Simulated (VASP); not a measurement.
Space group Fm-3m (No. 225); a = b = c = 5.6384 Å, α = β = γ = 90.00°

| atom | site | symmetry | x | y | z |
|---|---|---|---|---|---|
| Te | 4a | m-3m | 0.0000 | 0.0000 | 0.0000 |
| Ti | 4b | m-3m | 0.5000 | 0.5000 | 0.5000 |
(The calculation used a cell of 2 atoms; values per cell refer to that cell.)

The numbers are results of r2SCAN meta-GGA, VASP's PBE PAW potentials (set 64) (plane waves; VASP 6.6.1), not measurements. Numerical set-up: 480 eV cut-off, 10×10×10 Γ-centred mesh, first-order Methfessel-Paxton smearing of 0.10 eV, potentials Te Ti_sv.

Each relaxation starts from this cell; other phases were not tried.

Q: The cell is relaxed at 5 GPa. What happens?

A: The volume per atom goes from 22.41 to 21.29 Å³ (-5.0 %), and the cell becomes a = b = c = 5.543 Å, α = β = γ = 90.00°, space group Fm-3m.

Failed runs are left out, and for metals the shear rows, which the mesh's noise covers.

The structure was generated: TiTe was put into the rocksalt type (Fm-3m), which need not be its known phase. VASP warned that the highest band is occupied, so more bands are needed.
